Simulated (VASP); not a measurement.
An input for Quantum ESPRESSO's pw.x (written as the equivalent of a VASP run, and not itself run):

```
&CONTROL
  calculation = 'scf'
  pseudo_dir = './pseudo'
  outdir = './out'
  tprnfor = .true.
  tstress = .true.
/
&SYSTEM
  ibrav = 0
  nat = 5
  ntyp = 3
  ecutwfc = 78
  occupations = 'smearing'
  smearing = 'gaussian'
  degauss = 0.003675
  input_dft = 'pbe'
/
&ELECTRONS
  conv_thr = 7.3e-08
  electron_maxstep = 100
/
ATOMIC_SPECIES
  Cs 132.905 Cs.upf
  Ge 72.630 Ge.upf
  Br 79.904 Br.upf
CELL_PARAMETERS angstrom
     5.6161225    0.0000000    0.0000000
     0.0000000    5.6161225    0.0000000
     0.0000000    0.0000000    5.6161225
ATOMIC_POSITIONS crystal
  Cs   0.0000000  0.0000000  0.0000000
  Ge   0.5000000  0.5000000  0.5000000
  Br   0.5000000  0.5000000  0.0000000
  Br   0.0000000  0.5000000  0.5000000
  Br   0.5000000  0.0000000  0.5000000
K_POINTS automatic
  4 4 4 0 0 0
```

Question: Write the VASP files for the same calculation (PBE).

Answer: This is not unique; one that fits is 
### KPOINTS
```
Regular mesh
0
gamma
  4 4 4
```

### POSCAR
```
CsGeBr3
1.0
  5.6161225450   0.0000000000   0.0000000000
  0.0000000000   5.6161225450   0.0000000000
  0.0000000000   0.0000000000   5.6161225450
Cs Ge Br
1 1 3
direct
  0.0000000000   0.0000000000   0.0000000000
  0.5000000000   0.5000000000   0.5000000000
  0.5000000000   0.5000000000   0.0000000000
  0.0000000000   0.5000000000   0.5000000000
  0.5000000000   0.0000000000   0.5000000000
```

INCAR:
```
SYSTEM=CsGeBr3
PREC=Accurate; ENCUT=400; LREAL=.FALSE.
LASPH=.TRUE.
EDIFF=1E-6; NELM=100; ALGO=Normal
LMAXMIX=4
ISMEAR=0; SIGMA=0.05
GGA=PE
LWAVE=.FALSE.; LCHARG=.TRUE.
```

POTCAR, in this order: Cs_sv Ge_d Br (PBE.64 set). Program: vasp_std.

What does not carry over: the potentials are each code's own (VASP's PAW set, PseudoDojo norm-conserving files in pw.x), so ENCUT and ecutwfc are chosen apart and not converted; conv_thr bounds pw.x's estimated SCF error, while EDIFF bounds the energy change between steps.

The structure comes from a computed database's CsGeBr3 entry (Pm-3m); how it stands against other phases isn't given here. It was relaxed first.
